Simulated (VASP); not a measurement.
Level of theory: PBEsol GGA, VASP's PBE PAW potentials (set 64) (plane waves; VASP 6.6.1).

The input files of a VASP run:

**POSCAR**
```
Pt3Rh
1
    0.0000000000     3.2634880000     3.2634880000
    3.2634880000     0.0000000000     3.2634880000
    3.2634880000     3.2634880000     0.0000000000
Rh Pt
1 3
Direct
  0.0000000000   0.0000000000   0.0000000000
  0.5000000000   0.5000000000   0.5000000000
  0.2500000000   0.2500000000   0.2500000000
  0.7500000000   0.7500000000   0.7500000000
```

File KPOINTS:
```
Regular mesh
0
gamma
  6 6 6
0 0 0
```

**INCAR**
```
SYSTEM = Pt3Rh
PREC = Accurate
ENCUT = 300
EDIFF = 1E-6
NELM = 100
ALGO = Normal
LREAL = .FALSE.
LASPH = .TRUE.
ISMEAR = -1
SIGMA = 0.136
GGA = PS
LMAXMIX = 6
LWAVE = .FALSE.
LCHARG = .FALSE.
ISIF = 2
```

POTCAR, in this order: Rh_pv Pt (PBE.64 set). Program: vasp_std.

The resulting files:

### OUTCAR
```
 ion  position               nearest neighbor table
   1  0.000  0.000  0.000-   4 2.83   4 2.83   4 2.83   3 2.83   3 2.83   3 2.83   4 2.83   3 2.83
                             2 3.26   2 3.26   2 3.26   2 3.26   2 3.26   2 3.26
   2  0.500  0.500  0.500-   3 2.83   3 2.83   3 2.83   4 2.83   4 2.83   4 2.83   4 2.83   3 2.83
                             1 3.26   1 3.26   1 3.26   1 3.26   1 3.26   1 3.26
   3  0.250  0.250  0.250-   1 2.83   1 2.83   1 2.83   2 2.83   2 2.83   2 2.83   2 2.83   1 2.83
                             4 3.26   4 3.26   4 3.26   4 3.26   4 3.26   4 3.26
   4  0.750  0.750  0.750-   2 2.83   2 2.83   2 2.83   1 2.83   1 2.83   1 2.83   2 2.83   1 2.83
                             3 3.26   3 3.26   3 3.26   3 3.26   3 3.26   3 3.26
  LATTYP: Found a face centered cubic cell.
 ALAT       =     6.5269760000
 Subroutine PRICEL returns:
 Original cell was already a primitive cell.
 Subroutine GETGRP returns: Found 48 space group operations
The static configuration has the point symmetry O_h .
The dynamic configuration has the point symmetry O_h .
 Subroutine INISYM returns: Found 48 space group operations
 Subroutine IBZKPT returns following result:
 Found     16 irreducible k-points:

 Following reciprocal coordinates:
            Coordinates               Weight
  0.000000  0.000000  0.000000      1.000000
  0.166667  0.000000  0.000000      8.000000
  0.333333  0.000000  0.000000      8.000000
...
```

### OSZICAR
```
       N       E                     dE             d eps       ncg     rms          rms(c)
DAV:   1     0.218443147698E+03    0.21844E+03   -0.18101E+04   992   0.105E+03
DAV:   2    -0.219815485225E+02   -0.24042E+03   -0.23256E+03  1022   0.301E+02
DAV:   3    -0.293055082896E+02   -0.73240E+01   -0.68830E+01   942   0.506E+01
DAV:   4    -0.294335607474E+02   -0.12805E+00   -0.12737E+00   943   0.659E+00
DAV:   5    -0.294365221715E+02   -0.29614E-02   -0.29610E-02   935   0.959E-01    0.160E+01
DAV:   6    -0.280370833905E+02    0.13994E+01   -0.79940E+00   923   0.183E+01    0.111E+01
DAV:   7    -0.285879152009E+02   -0.55083E+00   -0.14199E+01   951   0.215E+01    0.106E+01
DAV:   8    -0.275675296256E+02    0.10204E+01   -0.25837E+00   962   0.150E+01    0.332E+00
DAV:   9    -0.275631207163E+02    0.44089E-02   -0.27440E-01   939   0.353E+00    0.166E+00
DAV:  10    -0.275544482133E+02    0.86725E-02   -0.52161E-02   926   0.185E+00    0.625E-01
DAV:  11    -0.275509494320E+02    0.34988E-02   -0.14319E-02   929   0.106E+00    0.151E-01
DAV:  12    -0.275507975687E+02    0.15186E-03   -0.93919E-04   924   0.214E-01    0.357E-02
DAV:  13    -0.275507899146E+02    0.76541E-05   -0.41915E-05   941   0.570E-02    0.115E-02
DAV:  14    -0.275507907084E+02   -0.79375E-06   -0.12941E-06   486   0.946E-03
   1 F= -.27550791E+02 E0= -.27356449E+02  d E =-.388683E+00
```

File OUTCAR:
```
------------------------ aborting loop because EDIFF is reached ----------------------------------------
  FORCE on cell =-STRESS in cart. coord.  units (eV):
  Direction    XX          YY          ZZ          XY          YZ          ZX
  --------------------------------------------------------------------------------------
  Total      -12.1543963    -12.1543963    -12.1543963     -0.0000000     -0.0000000      0.0000000
  in kB     -280.1353514   -280.1353514   -280.1353514     -0.0000000     -0.0000000      0.0000000
  external PRESSURE =    -280.1353514 kB  Pullay stress =       0.0000000 kB
  volume of cell :       69.51
      direct lattice vectors                 reciprocal lattice vectors
     0.000000000  3.263488000  3.263488000    -0.153210307  0.153210307  0.153210307
     3.263488000  0.000000000  3.263488000     0.153210307 -0.153210307  0.153210307
     3.263488000  3.263488000  0.000000000     0.153210307  0.153210307 -0.153210307
 POSITION                                       TOTAL-FORCE (eV/Angst)
 -----------------------------------------------------------------------------------
      0.00000      0.00000      0.00000        -0.000000     -0.000000     -0.000000
      3.26349      3.26349      3.26349        -0.000000     -0.000000     -0.000000
      1.63174      1.63174      1.63174         0.000000      0.000000     -0.000000
      4.89523      4.89523      4.89523        -0.000000     -0.000000      0.000000
 -----------------------------------------------------------------------------------
    total drift:                                0.000000      0.000000      0.000000
  FREE ENERGIE OF THE ION-ELECTRON SYSTEM (eV)
  ---------------------------------------------------
  free  energy   TOTEN  =       -27.5507907084 eV

  energy  without entropy=      -27.1621079224  energy(sigma->0) =      -27.35644932
```
(Selected blocks of OUTCAR.)

At this cut-off the stress carries a Pulay error, which pulls relaxed volumes low.

The structure was generated: Pt3Rh was put into an ordered model structure, which need not be its known phase. The cell was not relaxed at this level. The run is one of a series of settings (GGA = PS against the base run), some of them coarse on purpose. The electron count is odd and the run is not spin-polarised, which forces a metal.
